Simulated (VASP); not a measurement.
# Re (Rhenium) with PBEsol: from relaxation to properties, part 5 of 5

What structure does Re (Rhenium) take at this level, and what are its properties? Left out of this account: 1 further run (vcrelax: its dispersion library returned no energy). The start is a cell from a database of measured crystal structures.

VASP 6.6.1, plane waves and PAW; the level of theory is named at each step.

Still holding for the runs below: The k-mesh is coarse for a metal. Spin-orbit coupling is off here; with elements this heavy it splits and shifts levels by tenths of an eV or more.

So far. Step 16 (Core-level energies (PBEsol)): Atoms of one element give levels within 0.1 eV of each other. Step 17 (Band structure (PBEsol + SOC)): At these settings, which differ from those of the relaxation, the cell is under a pressure of 0.7 GPa. The relaxed cell has a = 2.750, c = 4.443 Å (conventional setting).

### Step 18. Bands along the symmetry lines (PBEsol), changed input

This step: PBEsol; plane waves and PAW (Re) (VASP 6.6.1).

Levels along the symmetry lines show where the bands peak and cross; KPOINTS_OPT computes them in the converged potential. Some settings are moved from the usual, to see what they do.

The input, INCAR:

```
SYSTEM = Re
PREC = Accurate
ENCUT = 400
EDIFF = 1E-06
NELM = 100
ISMEAR = -5
SIGMA = 0.5
LREAL = .FALSE.
ALGO = Normal
GGA = PS
NBANDS = 19
LASPH = .TRUE.
LORBIT = 11
LWAVE = .FALSE.
LCHARG = .FALSE.
KPAR = 2
```

The input, POSCAR:

```
Re
1.0
    2.7503563991      0.0000000000      0.0000000000
   -1.3751781995      2.3818785111      0.0000000000
    0.0000000000      0.0000000000      4.4434557849
Re
2
Direct
    0.3333333333      0.6666666667      0.2500000000
    0.6666666667      0.3333333333      0.7500000000
```

The input, KPOINTS:

```
Automatic mesh
0
Gamma
11 11 6
0 0 0
```

The input, KPOINTS_OPT:

```
Line mode
16
Line-mode
Reciprocal
  0.00000000   0.00000000   0.00000000 GAMMA
  0.50000000   0.00000000   0.00000000 M

  0.50000000   0.00000000   0.00000000 M
  0.33333333   0.33333333   0.00000000 K

  0.33333333   0.33333333   0.00000000 K
  0.00000000   0.00000000   0.00000000 GAMMA

  0.00000000   0.00000000   0.00000000 GAMMA
  0.00000000   0.00000000   0.50000000 A

  0.00000000   0.00000000   0.50000000 A
  0.50000000   0.00000000   0.50000000 L

  0.50000000   0.00000000   0.50000000 L
  0.33333333   0.33333333   0.50000000 H

  0.33333333   0.33333333   0.50000000 H
  0.00000000   0.00000000   0.50000000 A

  0.50000000   0.00000000   0.50000000 L
  0.50000000   0.00000000   0.00000000 M

  0.33333333   0.33333333   0.00000000 K
  0.33333333   0.33333333   0.50000000 H
```

The projector-augmented-wave data sets are Re (PBE family, release 64).

Run with:

```console
> mpirun -np 2 vasp_std
```

Output:

```text
[... set-up lines as in an earlier step ...]
 entering main loop
       N       E                     dE             d eps       ncg     rms          rms(c)
DAV:   1     0.146705128698E+02    0.14671E+02   -0.56736E+03  4864   0.813E+02
DAV:   2    -0.273274299590E+02   -0.41998E+02   -0.36018E+02  4350   0.251E+02
DAV:   3    -0.282372973636E+02   -0.90987E+00   -0.89802E+00  4160   0.375E+01
DAV:   4    -0.282447416030E+02   -0.74442E-02   -0.73200E-02  4238   0.172E+00
DAV:   5    -0.282448295553E+02   -0.87952E-04   -0.81388E-04  3931   0.389E-01    0.455E+01
DAV:   6    -0.271148416279E+02    0.11300E+01   -0.55179E-01  4126   0.183E+01    0.188E+01
DAV:   7    -0.267458300667E+02    0.36901E+00   -0.37681E-01  4325   0.147E+01    0.502E-01
DAV:   8    -0.267334687994E+02    0.12361E-01   -0.68977E-03  4038   0.634E-01    0.171E-01
DAV:   9    -0.267327462760E+02    0.72252E-03   -0.32275E-04  4277   0.141E-01    0.427E-02
DAV:  10    -0.267327594013E+02   -0.13125E-04   -0.46629E-05  4127   0.655E-02    0.232E-02
DAV:  11    -0.267327684259E+02   -0.90246E-05   -0.26479E-07  2140   0.165E-02    0.190E-03
DAV:  12    -0.267327681561E+02    0.26977E-06   -0.25428E-07  1699   0.732E-03
   1 F= -.26732768E+02 E0= -.26732768E+02  d E =0.000000E+00
 -----------------------------------------------------------------------------
|                                                                             |
|           W    W    AA    RRRRR   N    N  II  N    N   GGGG   !!!           |
|           W    W   A  A   R    R  NN   N  II  NN   N  G    G  !!!           |
|           W    W  A    A  R    R  N N  N  II  N N  N  G       !!!           |
|           W WW W  AAAAAA  RRRRR   N  N N  II  N  N N  G  GGG   !            |
|           WW  WW  A    A  R   R   N   NN  II  N   NN  G    G                |
|           W    W  A    A  R    R  N    N  II  N    N   GGGG   !!!           |
|                                                                             |
|     Changing the smearing to ISMEAR=1 (the default) for those parts of      |
|     this job that use k-points specified in line-mode.                      |
|                                                                             |
 -----------------------------------------------------------------------------

 Start KPOINTS_OPT (optional k-point list driver)
k-point batch [1-64\144]
       N       E                     dE             ncg
DAV:   1     0.676151343998E+04   -0.12520E+05     4856
DAV:   2     0.414715859958E+04   -0.26144E+04     4300
DAV:   3     0.409266108497E+04   -0.54498E+02     4205
DAV:   4     0.409215465899E+04   -0.50643E+00     4132
DAV:   5     0.409214726562E+04   -0.73934E-02     4028
DAV:   6     0.409214697547E+04   -0.29015E-03     3974
DAV:   7     0.409214696422E+04   -0.11251E-04     3294
DAV:   8     0.409214696341E+04   -0.80760E-06     2349
[...]
k-point batch [129-144\144]
       N       E                     dE             ncg
DAV:   1     0.265181250296E+05   -0.84400E+04     1216
DAV:   2     0.259083145250E+05   -0.60981E+03     1036
DAV:   3     0.258954025735E+05   -0.12912E+02     1004
DAV:   4     0.258952784539E+05   -0.12412E+00     1012
DAV:   5     0.258952763487E+05   -0.21052E-02      942
DAV:   6     0.258952762571E+05   -0.91628E-04      964
DAV:   7     0.258952762534E+05   -0.36405E-05      746
DAV:   8     0.258952762532E+05   -0.23182E-06      430
 [... a notice as in an earlier step ...]
```

Wall time 15 s (2 MPI ranks of Intel Xeon 6975P-C (Granite Rapids), shared host); peak memory 0.3 GiB; 29 s of CPU time.

OUTCAR, selected parts (step 18):

```text
   NELECT =      14.0000    total number of electrons

 E-fermi :   7.8289

 k-point     1 :       0.0000    0.0000    0.0000
  band No.  band energies     occupation
    ...
      4       6.2338      2.00000
      5       6.2338      2.00000
      6       7.0864      2.00000
      7       7.0864      2.00000
      8       8.0398      1.55497
      9       8.0398     -0.02006
     10       8.4852      0.00000
     11      11.2690      0.00000
     12      11.2690      0.00000
     13      17.9889      0.00000
    ...

  Total        0.1201909      0.1201909     -0.1498252      0.0000000      0.0000000      0.0000000
  in kB        6.6153509      6.6153509     -8.2464317      0.0000000      0.0000000      0.0000000
  external PRESSURE =       1.6614234 kB  Pullay stress =       0.0000000 kB

  FREE ENERGIE OF THE ION-ELECTRON SYSTEM (eV)
  ---------------------------------------------------
  free  energy   TOTEN  =       -26.7327681561 eV

  energy  without entropy=      -26.7327681561  energy(sigma->0) =      -26.73276816

[... 10 parts as in an earlier step ...]

[... 8 further parts left out ...]
```

With tetrahedra SIGMA is not used.

Numbers from this step:

```
SCF cycles           : 12
bands                : 19
irreducible k-points : 64
free energy (TOTEN)  : -26.73 eV
Fermi energy         : 7.829 eV
pressure             : 0.1661 GPa
```

Electronic bands along the path, in eV, zero at the Fermi level; # counts the bands kept:

```csv
point,#4,#5,#6,#7,#8,#9,#10,#11
Γ,-1.60,-1.60,-0.74,-0.74,0.21,0.21,0.66,3.44
0.53 of the way,-2.99,-1.79,-1.18,-0.72,0.88,0.94,1.61,4.22
M,-1.95,-1.72,-1.37,-0.59,4.06,4.47,4.61,6.19
0.53 of the way,-2.56,-2.24,-1.62,-0.38,3.20,3.85,3.90,6.67
K,-3.39,-2.14,-2.14,-0.01,3.11,3.11,3.58,6.68
0.47 of the way,-3.92,-2.00,-1.71,-0.48,0.54,2.02,2.99,3.97
Γ,-1.60,-1.60,-0.74,-0.74,0.21,0.21,0.66,3.44
0.47 of the way,-1.81,-1.81,-1.11,-1.11,-0.84,1.01,1.01,3.43
A,-2.40,-1.72,-1.72,-1.72,-1.72,2.61,2.61,2.61
0.53 of the way,-3.62,-1.74,-1.74,-0.07,-0.07,2.61,2.61,3.40
L,-4.14,0.42,0.42,0.97,0.97,4.38,4.38,4.88
0.53 of the way,-3.62,-1.68,-1.68,0.74,0.74,3.76,3.76,7.38
H,-3.77,-2.15,-2.15,0.09,0.09,3.44,3.44,9.69
0.47 of the way,-3.39,-2.47,-2.47,-0.06,-0.06,3.33,3.33,3.84
A,-2.40,-1.72,-1.72,-1.72,-1.72,2.61,2.61,2.61
jump to L,-4.14,0.42,0.42,0.97,0.97,4.38,4.38,4.88
0.47 of the way,-3.99,-1.25,-0.63,1.28,2.68,4.23,4.53,4.89
M,-1.95,-1.72,-1.37,-0.59,4.06,4.47,4.61,6.19
jump to K,-3.39,-2.14,-2.14,-0.01,3.11,3.11,3.58,6.68
0.47 of the way,-3.38,-2.17,-2.17,-0.14,2.02,3.34,3.34,7.41
H,-3.77,-2.15,-2.15,0.09,0.09,3.44,3.44,9.69
```

Against the sound run “Bands along the symmetry lines (PBEsol)”, the energy at zero smearing moves by -1.0 meV an atom, the pressure by +0.22 GPa and the Fermi level by -0.03 eV.

### Step 19. Results

```yaml
relaxed_volume: 14.55 Å³/atom
relaxed_conventional_cell_a_b_c: 2.750, 2.750, 4.443 Å; angles 90.0, 90.0, 120.0°
space_group_after_relaxing_within_0p02_a: P6_3/mmc (No. 194)
band_gap: none, a metal
dos_at_the_fermi_level: 1.29 states/eV/cell
bulk_modulus_from_the_fit: 398 GPa
volume_from_the_fit: 14.6 Å³/atom
shallowest_level_of_the_frozen_cores: Re1 4f, 36.9 eV deep
band_gap_pbesol_soc: none, a metal
```

What this shows: With PBEsol, Re (Rhenium) relaxes to 14.55 Å³/atom in space group P6_3/mmc (held by the symmetry of the run), comes out as a metal and has a bulk modulus of 398 GPa. Against the listed cell the volume lies -1.1 % (a -0.4 %, c -0.3 %). Bands along the symmetry lines (PBEsol): Of the bands kept, 6 cross the Fermi level on this path. Band structure (PBEsol + SOC): Of the bands kept, 10 cross the Fermi level on this path (spinor bands, one electron each). Bands along the symmetry lines (PBEsol), changed input: Of the bands kept, 6 cross the Fermi level on this path. The k-sampling is coarse for a metal, so the Fermi level, pressures and the shape of the cell carry errors. No search among competing phases was made. All values are for a static lattice at zero temperature.

[Lines on the potential files, build, host, timing and source positions are cut from VASP's logs without a mark.]

[Logs are printed without paths, hosts, clocks, repeated set-up lines and the standing remarks that a program may print on its own settings, such as how far it seeks lower states.]

[Hosts, paths, dates, database ids (printed as entryN), source tags and the programs' standing remarks are cut or masked in the printed files.]

[A measured line is paired with the nearest computed mode of its activity, which favours agreement.]
